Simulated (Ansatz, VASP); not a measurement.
**TaBi in VASP and in Ansatz**

```
CELL_PARAMETERS angstrom
2.65541 0.00000 0.00000
-1.32771 2.29965 0.00000
0.00000 0.00000 9.01863
ATOMIC_POSITIONS crystal
Ta 0.33333 0.66667 0.05490
Ta 0.66667 0.33333 0.55490
Bi 0.33333 0.66667 0.32110
Bi 0.66667 0.33333 0.82110
```

Alike in both runs: functional PBE; k mesh 10 × 10 × 6; occupations fermi-dirac, width 0.1 eV; no spin polarisation.

Ansatz relaxed the structure, and its values are those at the end. VASP's run is a single point on that final structure, the one shown.

|  | VASP | Ansatz |
| --- | --- | --- |
| version | VASP 6.6.1 | Ansatz 0.2.0 |
| potentials or method | VASP PAW PBE potentials, release 64 (Ta_pv, Bi_d) | PAW with Ansatz's default frozen-core files, scalar-relativistic |
| plane-wave cutoff (eV) | 520 | 420 |
| valence electrons in the cell | 52 | 56 |

Ansatz gave:

```
rms of the force components (eV/Å) : 0.000
```

Task: Estimate VASP's values.

Result: rms of the force components (eV/Å): 0.013.

The two sets of potentials don't hold the same shells in valence.
